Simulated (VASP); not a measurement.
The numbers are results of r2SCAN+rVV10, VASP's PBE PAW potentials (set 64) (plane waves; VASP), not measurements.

VASP ran on this input.

POSCAR:
```
CdS
1
    2.0560646332    -3.5612082366     0.0000000000
    2.0560646332     3.5612082366     0.0000000000
    0.0000000000     0.0000000000     6.6783000965
Cd S
2 2
Direct
  0.6666670000   0.3333330000   0.4999836713
  0.3333330000   0.6666670000   0.9999836713
  0.6666670000   0.3333330000   0.8770163287
  0.3333330000   0.6666670000   0.3770163287
```

### INCAR
```
ISIF=4   ! ions and shape, fixed volume
LREAL=.False.
LUSE_VDW=.True.
EDIFF=1E-7
SIGMA=0.05   ! width (eV)
METAGGA=R2SCAN
NELM=100
LWAVE=.False.
ENCUT=520   ! plane-wave cut-off (eV)
SYSTEM=CdS
LASPH=.True.
ISMEAR=0   ! Gaussian
NSW=30
BPARAM=11.95
LMIXTAU=.True.
EDIFFG=-0.01
ALGO=Normal   ! blocked Davidson
LMAXMIX=4   ! l cut-off of mixed one-centre charges
LCHARG=.False.
PREC=Accurate
CPARAM=0.0093
IBRION=2
```

**KPOINTS**
```
Automatic mesh
0
Gamma
6 6 4
0 0 0
```

POTCAR, in this order: Cd S (PBE.64 set). Program: vasp_std.

Predict the energy per atom (σ→0), pressure, band gap (on the k-mesh).

* **energy per atom (σ→0)**: -14.556 eV/atom
* **band gap (on the k-mesh)**: 1.66 eV
* **pressure**: 2.05 GPa

OSZICAR:
```
...
DAV:  21    -0.582259646205E+02   -0.28025E-04   -0.16383E-05   948   0.291E-02    0.549E-03
DAV:  22    -0.582259744166E+02   -0.97961E-05   -0.55529E-06   948   0.207E-02    0.383E-03
DAV:  23    -0.582259745462E+02   -0.12960E-06   -0.11519E-06  1008   0.866E-03    0.404E-03
DAV:  24    -0.582259744091E+02    0.13711E-06   -0.35745E-07   804   0.583E-03    0.348E-03
DAV:  25    -0.582259745301E+02   -0.12102E-06   -0.19510E-07   736   0.370E-03    0.242E-03
DAV:  26    -0.582259743301E+02    0.20002E-06   -0.36796E-08   492   0.131E-03    0.171E-03
DAV:  27    -0.582259743459E+02   -0.15749E-07   -0.26982E-08   522   0.136E-03
   1 F= -.58225974E+02 E0= -.58225974E+02  d E =-.582260E+02
```

The compound is CdS in the wurtzite structure. This cell is one point of a volume scan, at 0.97 of the reference volume.
